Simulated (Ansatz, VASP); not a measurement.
# Cross-check of La8Hf21O54 (amorphous 84HfO2-16La2O3 (mol %)) between VASP and Ansatz, part 2 of 3

Wanted: the spread between two codes on one cell, functional and k mesh. Of the first pair: The structure shown is the start of the Ansatz relaxation below; VASP solves that cell, so the two are compared at the walk's first step.

VASP 6.6.1 and Ansatz 0.2.0.

So far: Set-up; Ansatz: relaxation, PBE.

### 3. VASP: single point, PBE, start cell, pair 1

Level of this step: PBE; plane waves and PAW (Hf_pv, La, O) (VASP).

The same cell, functional, mesh and smearing now go to VASP, with its own data sets.

Lines of VASP's logs that name or quote its potential files are left out, and so is its time.

INCAR reads:

```
SYSTEM = La8Hf21O54
PREC = Accurate
ENCUT = 520
EDIFF = 1E-06
NELM = 200
ISMEAR = -1
SIGMA = 0.025
LREAL = Auto
ALGO = Normal
GGA = PE
NBANDS = 376
LASPH = .TRUE.
LORBIT = 11
LWAVE = .FALSE.
LCHARG = .FALSE.
ISIF = 2
GGA_COMPAT = .FALSE.
EFERMI = MIDGAP
LMAXMIX = 6
NCORE = 2
```

POSCAR reads:

```
La8Hf21O54
1.0
   10.7526000000      0.0000000000      0.0000000000
    0.0000000000     10.7526000000      0.0000000000
    0.0000000000      0.0000000000     10.7526000000
Hf La O
21 8 54
Direct
    0.2135204509      0.7848241356      0.6416773618
    0.5657794394      0.7279262690      0.7546639882
    0.3250562655      0.5214366758      0.7974071387
    0.1581477968      0.9069899373      0.3886222867
    0.2082194074      0.1634767405      0.6573479903
    0.9181872291      0.7412625784      0.8677622157
    0.4571173484      0.7491862433      0.0545914476
    0.1668340680      0.2754124584      0.3424102078
    0.0409668359      0.4340345591      0.6582779979
    0.8260699738      0.4394937038      0.8882316835
    0.4692725480      0.0190372561      0.8083254283
    0.1793798709      0.9382474936      0.9036791102
    0.8000390603      0.6459460968      0.1736045236
    0.5357401931      0.3104644458      0.7319718022
    0.0307739523      0.6137027324      0.3746628722
    0.5223759835      0.2346316240      0.3842233506
    0.1665271655      0.6575618920      0.0965905920
    0.5104439856      0.8728772576      0.4845153730
    0.3194483195      0.0794970519      0.1492941242
    0.9518721054      0.9478730726      0.1105872068
    0.8303666090      0.2946357160      0.1665922661
    0.8829492402      0.1232818109      0.4265665978
    0.5121458996      0.4427580306      0.0941167718
    0.6455182933      0.9993675948      0.2013559511
    0.8402711902      0.1068485762      0.7961330283
    0.8241355579      0.8174302029      0.5358703941
    0.1532745569      0.3057214069      0.9628833956
    0.3626843740      0.5115506947      0.4564756431
    0.7117534364      0.4872309953      0.4613674832
    0.8194204192      0.6130331269      0.9819206517
    0.5353309897      0.8602942544      0.9093707568
    0.2346130238      0.2624760523      0.1563807823
    0.4830273608      0.6194222793      0.9037442107
    0.0001395011      0.5887878281      0.1835184049
    0.1831278016      0.5748656139      0.6421144653
    0.6058627681      0.6614772241      0.1452113907
    0.6180365679      0.1479084128      0.8115525547
    0.0939865707      0.2677212953      0.5350612875
    0.7063779923      0.3579785354      0.0256589104
    0.9541785243      0.5577627737      0.7885906664
    0.1345628034      0.0124714023      0.0780183398
    0.1972918178      0.5345497833      0.9454178524
    0.3473485483      0.0585811804      0.9579822555
    0.7829362201      0.4646039098      0.2473355282
    0.3744024701      0.6969756152      0.7108792292
    0.5850119971      0.6960921080      0.5471792869
    0.4306586314      0.4533601176      0.6500939308
    0.7123300411      0.2090006138      0.3139612745
    0.1545579674      0.7488142403      0.2738686457
    0.0690437662      0.7647173707      0.5019344159
    0.9025259007      0.9386380968      0.9145229991
    0.9389821997      0.5027435225      0.5114018935
    0.4828785596      0.0521455276      0.4287428157
    0.2996112568      0.9314491379      0.7507021558
    0.6130424269      0.2909621859      0.5494857058
    0.1181574689      0.1068485762      0.8213362350
    0.1663504641      0.4748246936      0.3672786117
    0.4359596749      0.9124211819      0.1679686773
    0.6761806447      0.4424418280      0.7674236929
    0.2191190968      0.0760188234      0.3160072913
    0.8579041348      0.0190186560      0.6028867437
    0.8476368506      0.6823558953      0.3633353794
    0.7980767442      0.8386808772      0.1434071759
    0.0311738556      0.7819411119      0.0285977345
    0.3220616409      0.8199598237      0.4765638078
    0.2750590555      0.7926920001      0.9940293510
    0.4207912505      0.3705522385      0.8879898815
    0.9472592675      0.3453769321      0.0142198166
    0.5259472128      0.4268828004      0.3371463646
    0.0842865912      0.8085300299      0.7834198240
    0.4818555512      0.1759481428      0.1981288247
    0.1916001711      0.3488830608      0.7493164444
    0.7623458512      0.7497907483      0.7478191321
    0.9806093410      0.2604672358      0.2896787754
    0.3501292711      0.6078901847      0.1453694920
    0.1571526887      0.0024924204      0.5578464743
    0.3375927683      0.2844707327      0.4326767479
    0.9134069899      0.3160537916      0.7548778900
    0.8369975634      0.1047839592      0.1168833584
    0.5471978870      0.9077525436      0.6687777840
    0.3951602403      0.1691869873      0.7031136655
    0.9857708833      0.9582984580      0.3077395235
    0.6787009653      0.9044417164      0.3977456615
```

KPOINTS reads:

```
Automatic mesh
0
Gamma
1 1 1
0 0 0
```

The projector-augmented-wave data sets are Hf_pv, La and O (PBE family, release 64).

On the command line:

```sh
$ mpirun -np 8 vasp_gam
```

Numbers of over 12 decimals in the logs are rounded to 6 here.

Log:

```text
[banner, memory and clock lines left out]
running    8 mpi-ranks, on    1 nodes
[...]
LDA part: xc-table for (Slater+PW92), standard interpolation
 POSCAR, INCAR and KPOINTS ok, starting setup
[...]
entering main loop
       N       E                     dE             d eps       ncg     rms          rms(c)
DAV:   1     0.137291373200E+05    0.13729E+05   -0.26522E+05   976   0.246E+03
DAV:   2     0.387722888349E+04   -0.98519E+04   -0.88688E+04   784   0.788E+02
DAV:   3     0.459987735942E+03   -0.34172E+04   -0.30456E+04   792   0.327E+02
DAV:   4    -0.680683534412E+03   -0.11407E+04   -0.98786E+03   936   0.163E+02
[...]
DAV:  19    -0.796853387015E+03   -0.30487E-05   -0.72999E-06   808   0.675E-03    0.610E-03
DAV:  20    -0.796853388338E+03   -0.13234E-05   -0.24444E-06   656   0.595E-03    0.406E-03
DAV:  21    -0.796853388303E+03    0.35565E-07   -0.21289E-06   624   0.608E-03
   1 F= -.79685339E+03 E0= -.79685339E+03  d E =0.000000E+00
```

Parts of OUTCAR (step 3):

```text
  FREE ENERGIE OF THE ION-ELECTRON SYSTEM (eV)
  ---------------------------------------------------
  free  energy   TOTEN  =      -796.8533883026 eV

  energy  without entropy=     -796.8533883026  energy(sigma->0) =     -796.85338830

[... 1 further part left out ...]
```

The run ends at a pressure of -8.98 GPa, with forces up to 1.7 eV/Å.

### 4. Side by side

Known differences besides the potentials themselves: the data sets hold 958 valence electrons in Ansatz (on its default PAW (the set named soft_2) files) and 622 in VASP; the cutoff is 420 eV in Ansatz and 520 eV in VASP (PREC = Accurate, projectors in real space). Total energies have different zeros and are not compared.

Forces on 10 of the 83 atoms, those with the largest forces and the largest differences (eV/Å; atoms numbered as in POSCAR):

```
atom          Ansatz x, y, z            VASP x, y, z
 Hf1    0.514, -0.444, 0.871    0.541, -0.428, 0.896
 Hf5   -0.258, -1.064, 0.712   -0.280, -1.049, 0.752
Hf14     0.611, 1.053, 0.230     0.558, 1.084, 0.200
Hf16   -0.946, -1.078, 0.617   -0.957, -1.066, 0.599
Hf18    -0.460, 1.444, 0.554    -0.406, 1.496, 0.611
Hf21    0.371, 0.648, -1.060    0.379, 0.656, -1.078
 O37  -0.270, -0.424, -0.025  -0.409, -0.405, -0.079
 O47  -0.109, -0.324, -0.001   -0.111, -0.366, 0.155
 O56    0.143, 0.799, -1.046    0.231, 0.727, -1.093
 O62  -0.224, -0.413, -0.036  -0.137, -0.481, -0.137
```

The forces differ by 52 meV/Å r.m.s., which is 13.7 % of the r.m.s. force of 0.379 eV/Å (both taken over all components).

### 5. Ansatz: relaxation, PBE

This run makes the geometry at which the two programs are then compared. The cell compared in this pair holds 1156.70 Å³, against 1243.20 Å³ for the pair before.

The structure compared here is the end of the Ansatz relaxation.

input.yaml reads:

```yaml
crystal:
  lattice:
    - [10.7526, 0.0, 0.0]
    - [0.0, 10.7526, 0.0]
    - [0.0, 0.0, 10.7526]
  atoms:
    - { symbol: Hf, position: [0.21352, 0.78482, 0.64168] }
    - { symbol: Hf, position: [0.56578, 0.72793, 0.75466] }
    - { symbol: Hf, position: [0.32506, 0.52144, 0.79741] }
    - { symbol: Hf, position: [0.15815, 0.90699, 0.38862] }
    - { symbol: Hf, position: [0.20822, 0.16348, 0.65735] }
    - { symbol: Hf, position: [0.91819, 0.74126, 0.86776] }
    - { symbol: Hf, position: [0.45712, 0.74919, 0.05459] }
    - { symbol: Hf, position: [0.16683, 0.27541, 0.34241] }
    - { symbol: Hf, position: [0.04097, 0.43403, 0.65828] }
    - { symbol: Hf, position: [0.82607, 0.43949, 0.88823] }
    - { symbol: Hf, position: [0.46927, 0.01904, 0.80833] }
    - { symbol: Hf, position: [0.17938, 0.93825, 0.90368] }
    - { symbol: Hf, position: [0.80004, 0.64595, 0.1736] }
    - { symbol: Hf, position: [0.53574, 0.31046, 0.73197] }
    - { symbol: Hf, position: [0.03077, 0.6137, 0.37466] }
    - { symbol: Hf, position: [0.52238, 0.23463, 0.38422] }
    - { symbol: Hf, position: [0.16653, 0.65756, 0.09659] }
    - { symbol: Hf, position: [0.51044, 0.87288, 0.48452] }
    - { symbol: Hf, position: [0.31945, 0.0795, 0.14929] }
    - { symbol: Hf, position: [0.95187, 0.94787, 0.11059] }
    - { symbol: Hf, position: [0.83037, 0.29464, 0.16659] }
    - { symbol: La, position: [0.88295, 0.12328, 0.42657] }
    - { symbol: La, position: [0.51215, 0.44276, 0.09412] }
    - { symbol: La, position: [0.64552, 0.99937, 0.20136] }
    - { symbol: La, position: [0.84027, 0.10685, 0.79613] }
    - { symbol: La, position: [0.82414, 0.81743, 0.53587] }
    - { symbol: La, position: [0.15327, 0.30572, 0.96288] }
    - { symbol: La, position: [0.36268, 0.51155, 0.45648] }
    - { symbol: La, position: [0.71175, 0.48723, 0.46137] }
    - { symbol: O, position: [0.81942, 0.61303, 0.98192] }
    - { symbol: O, position: [0.53533, 0.86029, 0.90937] }
    - { symbol: O, position: [0.23461, 0.26248, 0.15638] }
    - { symbol: O, position: [0.48303, 0.61942, 0.90374] }
    - { symbol: O, position: [0.00014, 0.58879, 0.18352] }
    - { symbol: O, position: [0.18313, 0.57487, 0.64211] }
    - { symbol: O, position: [0.60586, 0.66148, 0.14521] }
    - { symbol: O, position: [0.61804, 0.14791, 0.81155] }
    - { symbol: O, position: [0.09399, 0.26772, 0.53506] }
    - { symbol: O, position: [0.70638, 0.35798, 0.02566] }
    - { symbol: O, position: [0.95418, 0.55776, 0.78859] }
    - { symbol: O, position: [0.13456, 0.01247, 0.07802] }
    - { symbol: O, position: [0.19729, 0.53455, 0.94542] }
    - { symbol: O, position: [0.34735, 0.05858, 0.95798] }
    - { symbol: O, position: [0.78294, 0.4646, 0.24734] }
    - { symbol: O, position: [0.3744, 0.69698, 0.71088] }
    - { symbol: O, position: [0.58501, 0.69609, 0.54718] }
    - { symbol: O, position: [0.43066, 0.45336, 0.65009] }
    - { symbol: O, position: [0.71233, 0.209, 0.31396] }
    - { symbol: O, position: [0.15456, 0.74881, 0.27387] }
    - { symbol: O, position: [0.06904, 0.76472, 0.50193] }
    - { symbol: O, position: [0.90253, 0.93864, 0.91452] }
    - { symbol: O, position: [0.93898, 0.50274, 0.5114] }
    - { symbol: O, position: [0.48288, 0.05215, 0.42874] }
    - { symbol: O, position: [0.29961, 0.93145, 0.7507] }
    - { symbol: O, position: [0.61304, 0.29096, 0.54949] }
    - { symbol: O, position: [0.11816, 0.10685, 0.82134] }
    - { symbol: O, position: [0.16635, 0.47482, 0.36728] }
    - { symbol: O, position: [0.43596, 0.91242, 0.16797] }
    - { symbol: O, position: [0.67618, 0.44244, 0.76742] }
    - { symbol: O, position: [0.21912, 0.07602, 0.31601] }
    - { symbol: O, position: [0.8579, 0.01902, 0.60289] }
    - { symbol: O, position: [0.84764, 0.68236, 0.36334] }
    - { symbol: O, position: [0.79808, 0.83868, 0.14341] }
    - { symbol: O, position: [0.03117, 0.78194, 0.0286] }
    - { symbol: O, position: [0.32206, 0.81996, 0.47656] }
    - { symbol: O, position: [0.27506, 0.79269, 0.99403] }
    - { symbol: O, position: [0.42079, 0.37055, 0.88799] }
    - { symbol: O, position: [0.94726, 0.34538, 0.01422] }
    - { symbol: O, position: [0.52595, 0.42688, 0.33715] }
    - { symbol: O, position: [0.08429, 0.80853, 0.78342] }
    - { symbol: O, position: [0.48186, 0.17595, 0.19813] }
    - { symbol: O, position: [0.1916, 0.34888, 0.74932] }
    - { symbol: O, position: [0.76235, 0.74979, 0.74782] }
    - { symbol: O, position: [0.98061, 0.26047, 0.28968] }
    - { symbol: O, position: [0.35013, 0.60789, 0.14537] }
    - { symbol: O, position: [0.15715, 0.00249, 0.55785] }
    - { symbol: O, position: [0.33759, 0.28447, 0.43268] }
    - { symbol: O, position: [0.91341, 0.31605, 0.75488] }
    - { symbol: O, position: [0.837, 0.10478, 0.11688] }
    - { symbol: O, position: [0.5472, 0.90775, 0.66878] }
    - { symbol: O, position: [0.39516, 0.16919, 0.70311] }
    - { symbol: O, position: [0.98577, 0.9583, 0.30774] }
    - { symbol: O, position: [0.6787, 0.90444, 0.39775] }
kpoints:
  mp_grid: { grid: [1, 1, 1] }
hamiltonian:
  xc: pbe
scf:
  occupations: { method: fermi_dirac, width: 0.025 }
output:
  forces: true
relax:
  f_tol: 0.04
  max_steps: 250
  cell: {}
```

On the command line:

```sh
$ ansatz run input.yaml --threads 4 --pin off --max-ram 8192MiB --backend cpu --events-out ev --progress --plain --runs-dir out
```

Log:

```text
[...]
Crystal: 83 atoms, lattice volume = 1243.198 Å³
Basis set: ecut = 420 eV, 24207 PW (Γ), exchange–correlation on 144×144×144 points (8 copies of the dense FFT grid, shifted against one another)
Bands: 575, of which v1, the nominal top of the filled ones, is band 479 counted from 1 (478 counted from 0)
Symmetry: 1 space group operations
[...]
k-points: 1
[...]
- { symbol: O, position: [0.256164, 0.276063, 0.160936] }
    - { symbol: O, position: [0.484606, 0.616438, 0.901038] }
    - { symbol: O, position: [-0.00266965, 0.573984, 0.177016] }
    - { symbol: O, position: [0.189490, 0.576311, 0.638112] }
    - { symbol: O, position: [0.602452, 0.652342, 0.143484] }
    - { symbol: O, position: [0.612232, 0.152890, 0.819939] }
[...]
- { symbol: O, position: [0.546598, 0.912483, 0.669174] }
    - { symbol: O, position: [0.397338, 0.165822, 0.689212] }
    - { symbol: O, position: [0.977549, 0.954695, 0.321962] }
    - { symbol: O, position: [0.676997, 0.880922, 0.398513] }
[key lines of the parts left out:]
P = ⅓ Tr σ = -0.0090 GPa (-0.090 kbar)
```

(Part 2 of 3 ends here.)

[Lines on the potential files, build, host, timing and source positions are cut from VASP's logs without a mark.]

[Logs are printed without paths, hosts, clocks, repeated set-up lines and the standing remarks that a program may print on its own settings, such as how far it seeks lower states.]

[Hosts, paths, dates, database ids (printed as entryN), source tags and the programs' standing remarks are cut or masked in the printed files.]
